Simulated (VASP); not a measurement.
Here is a VASP 6.6.1 calculation.

Contents of INCAR:

```
PREC = Normal
ENCUT = 520
EDIFF = 1E-4
ISMEAR = 0
SIGMA = 0.15
LREAL = False
LASPH = True
NELM = 60
ALGO = Fast
ISIF = 3
LWAVE = False
LCHARG = False
GGA = PE
IBRION = 2
NSW = 24
EDIFFG = -0.08
```

KPOINTS

```
Automatic mesh
0
Gamma
  3 3 4
```

The input POSCAR:

```
BeZn2Te3
1.0
    6.5887640200      0.0000000000      0.0000000000
   -3.2943820100      5.7060370200      0.0000000000
    0.0000000000      0.0000000000      3.4483820800
Be Zn Te
1 2 3
Direct
    0.0000000000      0.0000000000      0.0000000000
    0.3333333300      0.6666666700      0.0000000000
    0.6666666700      0.3333333300      0.0000000000
    0.5000000000      0.0000000000      0.5000000000
    0.5000000000      0.5000000000      0.5000000000
    0.0000000000      0.5000000000      0.5000000000
```

Potentials or basis: VASP PAW PBE potentials, release 64 (Be, Zn, Te).

Launch:

```console
$ cat potpaw_PBE.64/Be/POTCAR potpaw_PBE.64/Zn/POTCAR potpaw_PBE.64/Te/POTCAR > POTCAR
$ mpirun -np 1 vasp_std > vasp.out
```

Q: What does it give for the relaxed volume?

A: 28.55 Å³/atom.

Q: Estimate the band gap on the k mesh.

A: None (metal or under the smearing width).

Final structure:
```
Be Zn Te
1.0
     7.15393    0.00000    0.00000
    -3.57696    6.19548    0.00000
     0.00000    0.00000    3.86455
Be Zn Te
1 2 3
Direct
  0.00000 0.00000 0.00000
  0.33333 0.66667 0.00000
  0.66667 0.33333 0.00000
  0.50000 0.00000 0.50000
  0.50000 0.50000 0.50000
  0.00000 0.50000 0.50000
```

Caveat: the k mesh is coarse (spacing up to 0.46 Å⁻¹), so the values aren't converged; the volume moved by over 15 % at a fixed basis, so the end points are rough. Spin-orbit coupling is left out, which matters for the levels of Te.
